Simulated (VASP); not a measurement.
Computed with vdW-DF2, VASP's PBE PAW potentials (set 64) (plane waves; VASP).

A VASP calculation is set up with these files.

### POSCAR
```
CaO
1.0
  0.0000000000   2.4050000000   2.4050000000
  2.4050000000   0.0000000000   2.4050000000
  2.4050000000   2.4050000000   0.0000000000
Ca O
1 1
Cartesian
  0.0000000000   0.0000000000   0.0000000000
  2.4050000000   2.4050000000   2.4050000000
```

INCAR:
```
LWAVE  =  .False.
PREC  =  Accurate
NSW  =  60
IBRION  =  2
LASPH  =  .True.   # aspherical one-centre terms
AGGAC  =  0.0
ALGO  =  Normal   # blocked Davidson
NELM  =  100   # most electronic steps
LUSE_VDW  =  .True.
EDIFF  =  1E-6   # SCF stop (eV)
ZAB_VDW  =  -1.8867
EDIFFG  =  -0.01   # ionic stop
GGA  =  ML
ISMEAR  =  0   # Gaussian
ENCUT  =  520   # plane-wave cut-off (eV)
LREAL  =  .False.
SYSTEM  =  CaO
SIGMA  =  0.05   # width (eV)
ISIF  =  3
LCHARG  =  .False.
```

**KPOINTS**
```
Automatic mesh
0
Gamma
9 9 9
0 0 0
```

POTCAR, in this order: Ca_sv O (PBE.64 set). Program: vasp_std.

What VASP printed:

OSZICAR:
```
       N       E                     dE             d eps       ncg     rms          rms(c)
DAV:   1     0.139105460593E+03    0.13911E+03   -0.87470E+03   848   0.136E+03
DAV:   2    -0.481701549419E+01   -0.14392E+03   -0.13711E+03   996   0.337E+02
DAV:   3    -0.113780789088E+02   -0.65611E+01   -0.65160E+01  1064   0.762E+01
DAV:   4    -0.115617326947E+02   -0.18365E+00   -0.18334E+00  1232   0.113E+01
DAV:   5    -0.115633233136E+02   -0.15906E-02   -0.15906E-02  1032   0.110E+00    0.994E+00
DAV:   6    -0.922836512752E+01    0.23350E+01   -0.13091E+01   976   0.323E+01    0.386E+00
DAV:   7    -0.918624700149E+01    0.42118E-01   -0.10715E+00  1112   0.981E+00    0.177E+00
DAV:   8    -0.917465818011E+01    0.11589E-01   -0.14106E-01   872   0.408E+00    0.489E-01
DAV:   9    -0.917092738107E+01    0.37308E-02   -0.30215E-02  1060   0.144E+00    0.124E-01
DAV:  10    -0.917145857609E+01   -0.53120E-03   -0.32508E-03   888   0.578E-01    0.522E-02
DAV:  11    -0.917159989796E+01   -0.14132E-03   -0.16303E-03   908   0.339E-01    0.748E-02
DAV:  12    -0.917148824041E+01    0.11166E-03   -0.51617E-04  1012   0.207E-01    0.507E-03
DAV:  13    -0.917148568785E+01    0.25526E-05   -0.14787E-05   944   0.446E-02    0.169E-03
DAV:  14    -0.917148472222E+01    0.96563E-06   -0.21002E-06   848   0.154E-02
   1 F= -.91714847E+01 E0= -.91714847E+01  d E =-.917148E+01
       N       E                     dE             d eps       ncg     rms          rms(c)
DAV:   1    -0.975231270578E+01   -0.58083E+00   -0.14640E+01   892   0.463E+01    0.506E+00
DAV:   2    -0.929310246501E+01    0.45921E+00   -0.21217E+00   952   0.135E+01    0.205E+00
DAV:   3    -0.920054811766E+01    0.92554E-01   -0.23716E-01  1216   0.592E+00    0.917E-01
DAV:   4    -0.918609935387E+01    0.14449E-01   -0.13843E-01  1316   0.327E+00    0.326E-01
DAV:   5    -0.918694832921E+01   -0.84898E-03   -0.14404E-03  1048   0.467E-01    0.250E-01
DAV:   6    -0.919019627228E+01   -0.32479E-02   -0.38293E-03  1364   0.450E-01    0.710E-02
DAV:   7    -0.919032254685E+01   -0.12627E-03   -0.20242E-04  1396   0.142E-01    0.733E-03
DAV:   8    -0.919032200102E+01    0.54582E-06   -0.14178E-05  1436   0.264E-02    0.501E-03
DAV:   9    -0.919032284436E+01   -0.84333E-06   -0.17497E-06   908   0.102E-02
   2 F= -.91903228E+01 E0= -.91903228E+01  d E =-.188381E-01
       N       E                     dE             d eps       ncg     rms          rms(c)
DAV:   1    -0.925179584583E+01   -0.61474E-01   -0.14269E+00   908   0.141E+01    0.162E+00
DAV:   2    -0.920433778004E+01    0.47458E-01   -0.20294E-01   904   0.427E+00    0.624E-01
DAV:   3    -0.919560141200E+01    0.87364E-02   -0.23123E-02  1284   0.189E+00    0.266E-01
DAV:   4    -0.919441145865E+01    0.11900E-02   -0.96008E-03  1324   0.895E-01    0.764E-02
DAV:   5    -0.919450156924E+01   -0.90111E-04   -0.83407E-05  1052   0.112E-01    0.609E-02
DAV:   6    -0.919480904613E+01   -0.30748E-03   -0.43935E-04  1340   0.116E-01    0.247E-02
DAV:   7    -0.919482060300E+01   -0.11557E-04   -0.16652E-05  1368   0.428E-02    0.518E-03
DAV:   8    -0.919481812600E+01    0.24770E-05   -0.32222E-07   548   0.685E-03    0.131E-03
DAV:   9    -0.919481759112E+01    0.53488E-06   -0.31299E-07   436   0.518E-03
   3 F= -.91948176E+01 E0= -.91948176E+01  d E =-.233329E-01
```

### OUTCAR
```
------------------------ aborting loop because EDIFF is reached ----------------------------------------
  FORCE on cell =-STRESS in cart. coord.  units (eV):
  Direction    XX          YY          ZZ          XY          YZ          ZX
  --------------------------------------------------------------------------------------
  Total        0.0013456      0.0013456      0.0013456      0.0000000      0.0000000      0.0000000
  in kB        0.0738317      0.0738317      0.0738317      0.0000000      0.0000000      0.0000000
  external PRESSURE =       0.0738317 kB  Pullay stress =       0.0000000 kB
  volume of cell :       29.20
      direct lattice vectors                 reciprocal lattice vectors
     0.000000000  2.444081445  2.444081445    -0.204575834  0.204575834  0.204575834
     2.444081445  0.000000000  2.444081445     0.204575834 -0.204575834  0.204575834
     2.444081445  2.444081445  0.000000000     0.204575834  0.204575834 -0.204575834
  FREE ENERGIE OF THE ION-ELECTRON SYSTEM (eV)
  ---------------------------------------------------
  free  energy   TOTEN  =        -9.1948175911 eV

  energy  without entropy=       -9.1948175911  energy(sigma->0) =       -9.19481759

 reached required accuracy - stopping structural energy minimisation
```
(Selected blocks of OUTCAR.)

### CONTCAR
```
CaO
   1.00000000000000
     0.0000000000000000    2.4440814450564350    2.4440814450564350
     2.4440814450564350    0.0000000000000000    2.4440814450564350
     2.4440814450564350    2.4440814450564350    0.0000000000000000
  Ca              O
     1     1
Direct
     0.0000000000000000    0.0000000000000000    0.0000000000000000
     0.5000000000000000    0.5000000000000000    0.5000000000000000
```

OUTCAR:
```
 val. band max:        1.9632532951   @ k =   0.0000   0.0000   0.0000

 cond. band min:       5.7244432739   @ k =   0.4444   0.4444   0.0000


 Fermi energy:         2.2094838101

 k-point     1 :       0.0000    0.0000    0.0000
  band No.  band energies     occupation
      1     -36.0978      2.00000
      2     -16.8819      2.00000
      3     -16.8819      2.00000
      4     -16.8819      2.00000
      5     -13.3858      2.00000
      6       1.9633      2.00000
      7       1.9633      2.00000
      8       1.9633      2.00000
      9       6.5226      0.00000
     10       7.9553      0.00000
     11       7.9553      0.00000
     12       7.9553      0.00000

 k-point     2 :       0.1111    0.0000    0.0000
  band No.  band energies     occupation
      1     -36.0886      2.00000
      2     -17.0032      2.00000
      3     -16.8874      2.00000
      4     -16.8874      2.00000
      5     -13.2545      2.00000
      6       1.5595      2.00000
      7       1.8105      2.00000
      8       1.8105      2.00000
      9       7.0524      0.00000
     10       7.9426      0.00000
     11       8.1468      0.00000
     12       8.1468      0.00000

 k-point     3 :       0.2222    0.0000    0.0000
  band No.  band energies     occupation
      1     -36.0652      2.00000
      2     -17.2789      2.00000
      3     -16.9012      2.00000
      4     -16.9012      2.00000
      5     -12.9516      2.00000
      6       0.7437      2.00000
      7       1.4593      2.00000
      8       1.4593      2.00000
      9       7.9808      0.00000
     10       8.2777      0.00000
     11       8.6624      0.00000
     12       8.6624      0.00000

 k-point     4 :       0.3333    0.0000    0.0000
  band No.  band energies     occupation
      1     -36.0384      2.00000
      2     -17.5538      2.00000
      3     -16.9168      2.00000
      4     -16.9168      2.00000
      5     -12.6436      2.00000
      6      -0.0026      2.00000
...
```

Energy and stress use the plane-wave basis of the starting cell.

The compound is CaO in the rock salt structure. This run relaxes it. Symmetry was kept, so distortions that lower it aren't found.
